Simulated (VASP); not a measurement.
Output of a VASP run:

**OUTCAR**
```
 ion  position               nearest neighbor table
   1  0.500  1.000  0.000-  60 2.37  29 2.37  44 2.37   2 2.38
   2  0.626  0.125  0.126-  17 2.34   5 2.37   3 2.37   1 2.38
   3  0.751  0.250  1.000-  25 2.37   4 2.37   2 2.37  46 2.37
   4  0.874  0.375  0.125-  18 2.34  30 2.37   3 2.37  26 2.37
   5  0.751  0.999  0.250-  14 2.36   6 2.37   2 2.37  35 2.37
   6  0.875  0.125  0.375-  22 2.34  30 2.37   5 2.37  36 2.37
   7  0.000  1.000  1.000-  62 2.36  25 2.37  14 2.37   8 2.38
   8  0.125  0.126  0.126-  30 2.37   9 2.37  15 2.37   7 2.38
   9  0.251  0.250  0.001-  44 2.36   8 2.37  56 2.38  10 2.40
  10  0.378  0.376  0.128-  17 2.36  11 2.36  32 2.37   9 2.40
  11  0.500  0.500  0.000-  10 2.36  46 2.37  12 2.37  58 2.37
  12  0.625  0.625  0.127-  18 2.35  34 2.37  11 2.37  13 2.38
  13  0.750  0.749  0.000-  48 2.36  14 2.37  60 2.37  12 2.38
  14  0.875  0.874  0.125-   5 2.36  49 2.37  13 2.37   7 2.37
  15  0.251  0.001  0.250-  29 2.36   8 2.37  50 2.38  16 2.40
  16  0.378  0.128  0.377-  17 2.36  20 2.36  38 2.37  15 2.40
  17  0.502  0.249  0.249-   2 2.34  16 2.36  10 2.36
  18  0.749  0.498  0.248-   4 2.34  12 2.35  19 2.37
  19  0.872  0.622  0.375-  51 2.36  18 2.37  41 2.37  49 2.39
  20  0.500  1.000  0.501-  16 2.36  35 2.37  21 2.37  54 2.37
  21  0.624  0.126  0.625-  22 2.35  45 2.37  20 2.37  24 2.38
  22  0.749  0.247  0.498-   6 2.34  21 2.35  23 2.37
  23  0.872  0.375  0.622-  51 2.36  22 2.37  47 2.37  55 2.39
  24  0.750  0.000  0.750-  42 2.36  25 2.37  60 2.37  21 2.38
  25  0.875  0.125  0.875-   3 2.37  55 2.37  24 2.37   7 2.37
  26  0.000  0.499  1.000-  56 2.36   4 2.37  48 2.37  27 2.38
  27  0.125  0.625  0.126-  49 2.36  28 2.37  26 2.38  32 2.38
  28  0.249  0.750  0.001-  58 2.36  62 2.37  27 2.37  29 2.37
  29  0.375  0.875  0.126-  15 2.36   1 2.37  28 2.37  34 2.38
  30  1.000  0.250  0.250-   8 2.37  31 2.37   4 2.37   6 2.37
  31  0.125  0.375  0.375-  51 2.36  38 2.36  32 2.36  30 2.37
  32  0.251  0.500  0.252-  31 2.36  10 2.37  33 2.37  27 2.38
  33  0.375  0.625  0.378-  53 2.36  34 2.37  32 2.37  63 2.44
  34  0.500  0.749  0.252-  35 2.36  33 2.37  12 2.37  29 2.38
  35  0.625  0.875  0.375-  34 2.36  41 2.36  20 2.37   5 2.37
  36  0.000  1.000  0.499-  50 2.36   6 2.37  42 2.37  37 2.38
  37  0.125  0.126  0.625-  55 2.36  43 2.37  36 2.38  38 2.38
  38  0.251  0.252  0.500-  31 2.36  16 2.37  39 2.37  37 2.38
  39  0.375  0.378  0.625-  57 2.36  45 2.37  38 2.37  63 2.44
  40  0.622  0.626  0.626-  59 2.36  47 2.37  41 2.37  63 2.45
  41  0.748  0.749  0.500-  35 2.36  19 2.37  40 2.37  42 2.38
  42  0.874  0.875  0.625-  24 2.36  61 2.37  36 2.37  41 2.38
  43  0.249  0.001  0.750-  54 2.36  62 2.37  37 2.37  44 2.38
  44  0.375  0.126  0.875-   9 2.36   1 2.37  45 2.38  43 2.38
  45  0.500  0.252  0.749-  46 2.36  39 2.37  21 2.37  44 2.38
  46  0.625  0.375  0.875-  45 2.36  47 2.36  11 2.37   3 2.37
  47  0.748  0.500  0.749-  46 2.36  23 2.37  40 2.37  48 2.38
  48  0.874  0.624  0.875-  13 2.36  61 2.37  26 2.37  47 2.38
  49  0.999  0.749  0.250-  27 2.36  14 2.37  50 2.39  19 2.39
  50  0.125  0.875  0.375-  36 2.36  53 2.37  15 2.38  49 2.39
  51  0.999  0.499  0.499-  23 2.36  19 2.36  31 2.36  52 2.38
  52  0.123  0.625  0.625-  61 2.36  53 2.37  57 2.37  51 2.38
  53  0.249  0.750  0.501-  33 2.36  50 2.37  52 2.37  54 2.37
  54  0.374  0.876  0.626-  43 2.36  59 2.37  53 2.37  20 2.37
  55  0.999  0.250  0.749-  37 2.36  25 2.37  56 2.39  23 2.39
  56  0.125  0.375  0.875-  26 2.36  57 2.37   9 2.38  55 2.39
  57  0.249  0.501  0.750-  39 2.36  56 2.37  52 2.37  58 2.37
  58  0.374  0.625  0.876-  28 2.36  59 2.37  57 2.37  11 2.37
  59  0.498  0.751  0.751-  40 2.36  54 2.37  58 2.37  60 2.37
  60  0.625  0.875  0.876-   1 2.37  13 2.37  24 2.37  59 2.37
  61  0.999  0.750  0.750-  52 2.36  42 2.37  48 2.37  62 2.37
  62  0.125  0.875  0.875-   7 2.36  28 2.37  43 2.37  61 2.37
  63  0.513  0.488  0.488-  33 2.44  39 2.44  40 2.45
 Subroutine IBZKPT returns following result:
 Found      1 irreducible k-points:

 Following reciprocal coordinates:
            Coordinates               Weight
  0.000000  0.000000  0.000000      1.000000
   k-points           NKPTS =      1   k-points in BZ     NKDIM =      1   number of bands    NBANDS=    160
   number of dos      NEDOS =    301   number of ions     NIONS =     63
   total plane-waves  NPLWV = 157464
   dimension x,y,z NGX =    54 NGY =   54 NGZ =   54
   dimension x,y,z NGXF=   108 NGYF=  108 NGZF=  108
   ions per type =              62   1
   PREC   = normal    normal or accurate (medium, high low for compatibility)
   ISTART =      1    job   : 0-new  1-cont  2-samecut
   ICHARG =      0    charge: 1-file 2-atom 10-const
   ISPIN  =      2    spin polarized calculation?
...
```

### OSZICAR
```
       N       E                     dE             d eps       ncg     rms          rms(c)
DAV:   1    -0.332218426350E+03   -0.33222E+03   -0.82460E-06   760   0.608E-03    0.210E-03
RMM:   2    -0.332218426147E+03    0.20246E-06   -0.14717E-06   400   0.229E-03    0.907E-04
RMM:   3    -0.332218426157E+03   -0.99317E-08   -0.42934E-07   411   0.120E-03    0.714E-04
RMM:   4    -0.332218426161E+03   -0.44383E-08   -0.11459E-07   263   0.648E-04
   1 F= -.33221843E+03 E0= -.33221433E+03  d E =-.818337E-02  mag=     1.0000
```

**OUTCAR**
```
------------------------ aborting loop because EDIFF is reached ----------------------------------------
  FORCE on cell =-STRESS in cart. coord.  units (eV):
  Direction    XX          YY          ZZ          XY          YZ          ZX
  --------------------------------------------------------------------------------------
  Total        1.4500117      3.4800401      3.3183009     -3.8747998      1.0775480     -3.9508007
  in kB        1.7757366      4.2617826      4.0637110     -4.7452196      1.3196042     -4.8382931
  external PRESSURE =       3.3670768 kB  Pullay stress =       0.0000000 kB
  volume of cell :     1308.29
      direct lattice vectors                 reciprocal lattice vectors
    10.937074700  0.000000000  0.000000000     0.091432127  0.000000000  0.000000000
     0.000000000 10.937074700  0.000000000     0.000000000  0.091432127  0.000000000
     0.000000000  0.000000000 10.937074700     0.000000000  0.000000000  0.091432127
 POSITION                                       TOTAL-FORCE (eV/Angst)
 -----------------------------------------------------------------------------------
      5.46444     10.93588      0.00026         0.006982     -0.006002     -0.008858
      6.84688      1.37164      1.37339        -0.000459     -0.008936     -0.012902
      8.20876      2.73474     10.93360        -0.007798     -0.003587     -0.001419
      9.56359      4.10418      1.37240         0.007155     -0.000769     -0.006065
      8.20997     10.92993      2.73307        -0.006237      0.006431      0.005033
      9.56784      1.36738      4.10090         0.011603     -0.005882      0.002018
      0.00351     10.93327     10.93338         0.008661     -0.002925      0.000952
      1.36547      1.37408      1.37311         0.008214      0.004524      0.006293
      2.74722      2.73192      0.01417         0.009254      0.002539     -0.000170
      4.13581      4.11768      1.40267         0.009833      0.003971      0.008993
      5.47212      5.47131      0.00217        -0.006998      0.020764      0.000637
      6.83064      6.83234      1.38361        -0.013084      0.005852     -0.001027
      8.20337      8.19606      0.00138        -0.003620     -0.004554      0.000311
      9.57200      9.56368      1.36636        -0.000092      0.005040      0.001014
      2.74520      0.01400      2.73217         0.005830     -0.000748      0.008241
      4.13251      1.39866      4.12155         0.006432      0.007841      0.009674
      5.49513      2.72001      2.72629         0.022027      0.001357     -0.000439
      8.18885      5.44519      2.71231         0.016451     -0.014171     -0.017455
      9.53392      6.80762      4.10448        -0.015763     -0.009132     -0.001174
      5.46935     10.93395      5.47424        -0.008411      0.012321      0.014590
      6.82948      1.38088      6.83076        -0.006369      0.007500      0.003302
      8.19300      2.70443      5.44221        -0.000545     -0.013078     -0.010622
      9.53187      4.10301      6.80378        -0.008123     -0.002507     -0.005184
      8.20279      0.00255      8.19820        -0.003458     -0.000871     -0.004930
      9.57099      1.36754      9.56658        -0.005192      0.007129      0.001141
      0.00195      5.46105     10.93444         0.011915      0.006070     -0.011265
      1.36344      6.83110      1.38037        -0.008236     -0.012519     -0.001420
      2.72859      8.20224      0.00804        -0.002105     -0.004793      0.005456
      4.10212      9.57086      1.37946         0.006493      0.002640     -0.009969
     10.93257      2.73765      2.73621        -0.002817      0.002804      0.010514
      1.36276      4.10160      4.10193         0.000797     -0.001510     -0.008380
      2.74514      5.47101      2.75797        -0.013596      0.000703     -0.004837
      4.10338      6.83936      4.13649        -0.007377      0.002695     -0.002924
      5.46556      8.19560      2.75515         0.007334      0.002550     -0.003415
      6.83542      9.57222      4.10310         0.005161      0.006163     -0.006121
      0.00421     10.93186      5.46250         0.008111     -0.005826      0.003103
      1.36201      1.38104      6.83214        -0.004811     -0.003213     -0.007303
      2.74318      2.75815      5.47245        -0.002790     -0.010828     -0.002886
      4.10235      4.13646      6.84002        -0.004388     -0.006221      0.000355
      6.79983      6.84601      6.84547         0.002124      0.006576      0.006506
      8.18292      8.19149      5.47003         0.002025      0.001125     -0.005903
      9.56251      9.57028      6.83172         0.004953     -0.003393     -0.015354
      2.72841      0.00788      8.20262        -0.003631      0.007033     -0.001971
      4.10427      1.37890      9.57025        -0.000235     -0.010746      0.008236
      5.46637      2.75504      8.19411         0.003196     -0.006005      0.005921
      6.83534      4.10227      9.57236         0.007633     -0.004147      0.007946
      8.18187      5.46769      8.18861         0.002227      0.001926      0.013905
      9.56183      6.82864      9.56851         0.010655     -0.011058      0.002988
     10.92395      8.19033      2.73832        -0.001665     -0.008286      0.002161
      1.37134      9.57154      4.10452         0.006737     -0.011313      0.015837
     10.92392      5.46089      5.46124        -0.001207      0.012936      0.007926
      1.34821      6.83626      6.83820        -0.008592      0.000485      0.000006
      2.72545      8.20161      5.47989        -0.007175     -0.000718      0.015310
      4.09188      9.57594      6.84135        -0.006691      0.010378      0.003018
     10.92208      2.73945      8.19117        -0.002006     -0.007269     -0.007227
      1.37009      4.10404      9.57434         0.007375      0.014831     -0.011917
...
```
(Selected blocks of OUTCAR.)

File POSCAR:
```
AsSi62
1
   10.9370747000     0.0000000000     0.0000000000
    0.0000000000    10.9370747000     0.0000000000
    0.0000000000     0.0000000000    10.9370747000
Si As
62 1
Direct
  0.4996255076   0.9998907036   0.0000236704
  0.6260251719   0.1254118312   0.1255716929
  0.7505440745   0.2500430274   0.9996822788
  0.8744191446   0.3752542838   0.1254815034
  0.7506554503   0.9993466520   0.2498903164
  0.8748075490   0.1250224170   0.3749538442
  0.0003206230   0.9996521274   0.9996622627
  0.1248477955   0.1256352058   0.1255462433
  0.2511839802   0.2497853610   0.0012952920
  0.3781460007   0.3764882055   0.1282494456
  0.5003274228   0.5002535061   0.0001988556
  0.6245398430   0.6246951570   0.1265060560
  0.7500512354   0.7493833632   0.0001263004
  0.8751880265   0.8744276903   0.1249293751
  0.2509996033   0.0012796287   0.2498085092
  0.3778438344   0.1278821802   0.3768418205
  0.5024313966   0.2486961255   0.2492703284
  0.7487237500   0.4978648928   0.2479922556
  0.8717062201   0.6224350721   0.3752815512
  0.5000739623   0.9997142869   0.5005212620
  0.6244341352   0.1262565167   0.6245505672
  0.7491036894   0.2472720220   0.4975923802
  0.8715191299   0.3751468353   0.6220839189
  0.7499982504   0.0002327880   0.7495791014
  0.8750955173   0.1250368387   0.8746926481
  0.0001784220   0.4993158424   0.9997588981
  0.1246617919   0.6245821328   0.1262101957
  0.2494811894   0.7499483461   0.0007347581
  0.3750653339   0.8750838173   0.1261270250
  0.9995877720   0.2503091825   0.2501777915
  0.1245999072   0.3750182729   0.3750482530
  0.2509939327   0.5002258967   0.2521669979
  0.3751811820   0.6253374789   0.3782081773
  0.4997279575   0.7493411267   0.2519092775
  0.6249771264   0.8752085734   0.3751552592
  0.0003846420   0.9995229569   0.4994477858
  0.1245314946   0.1262712737   0.6246772943
  0.2508143313   0.2521830847   0.5003579049
  0.3750869174   0.3782056873   0.6253975190
  0.6217231431   0.6259454866   0.6258956765
  0.7481815015   0.7489656936   0.5001367485
  0.8743206245   0.8750309353   0.6246389476
  0.2494639612   0.0007203694   0.7499829635
  0.3752621750   0.1260759679   0.8750278869
  0.4998017574   0.2518993760   0.7492051467
  0.6249696028   0.3750791289   0.8752213331
  0.7480857231   0.4999225382   0.7487016095
  0.8742584726   0.6243575059   0.8748692528
  0.9987999129   0.7488588862   0.2503701681
  0.1253844031   0.8751458781   0.3752845649
  0.9987968932   0.4993011166   0.4993331016
  0.1232697009   0.6250540390   0.6252310318
  0.2491938077   0.7498909033   0.5010376009
  0.3741295503   0.8755489881   0.6255188215
  0.9986293070   0.2504735691   0.7489363609
  0.1252703176   0.3752412666   0.8754021224
  0.2491375670   0.5008633615   0.7501569471
  0.3742447509   0.6251866603   0.8759461439
  0.4984303261   0.7508451765   0.7510920848
  0.6253096494   0.8754450340   0.8755481394
  0.9991427373   0.7501158352   0.7501895762
  0.1250596959   0.8750151886   0.8750592946
  0.5127611058   0.4875097046   0.4875818600
```

Problem. Reconstruct the remaining input files.

Solution. One answer among several that fit: the input of the run itself, PBE GGA, plane waves, VASP's PBE PAW potentials (set 64).

### KPOINTS
```
Automatic mesh
0
Gamma
1 1 1
0 0 0
```

**INCAR**
```
SYSTEM = AsSi62
PREC = Normal
ENCUT = 400
EDIFF = 1E-6
NELM = 100
ALGO = Fast
LREAL = Auto
LASPH = .TRUE.
ISMEAR = 0
SIGMA = 0.05
GGA = PE
LMAXMIX = 4
LWAVE = .TRUE.
LCHARG = .FALSE.
NELMIN = 4
ISYM = 0
ISPIN = 2
NUPDOWN = 1
MAGMOM = 63*0.0159
LORBIT = 11
LHYPERFINE = .TRUE.
```

POTCAR, in this order: Si As (PBE.64 set). Program: vasp_gam. Read from the step before: WAVECAR.

The supercell is sampled at Γ alone, which is coarse: total energies, pressure and levels can be off, energies of defects by several tenths of an eV.

The cell is a supercell with a defect, built from Si (diamond): As_Si-vac_Si.
